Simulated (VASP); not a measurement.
Here is the system:

```
PbF2
1.0
    0.00000     2.97000     2.97000
    2.97000     0.00000     2.97000
    2.97000     2.97000     0.00000
Pb F
1 2
Direct
  0.00000   0.00000   0.00000
  0.25000   0.25000   0.25000
  0.75000   0.75000   0.75000
```

The numbers are results of PBE GGA, VASP's PBE PAW potentials (set 64) (plane waves; VASP), not measurements. Settings: 520 eV cut-off, 6×6×6 Γ-centred mesh, Fermi-Dirac smearing of 0.10 eV, potentials Pb_d F.

Question: Give the stress tensor in GPa (positive for a compressed cell).

Answer: 
```
1.98  0.00  0.00
0.00  1.98  0.00
0.00  0.00  1.98
```
The pressure is its mean diagonal, 1.98 GPa.

The compound is PbF2 in the fluorite structure, the β form. The cell was not relaxed at this level. The run is one of a series of settings (ISMEAR = -1, SIGMA = 0.1 against the base run), some of them coarse on purpose.
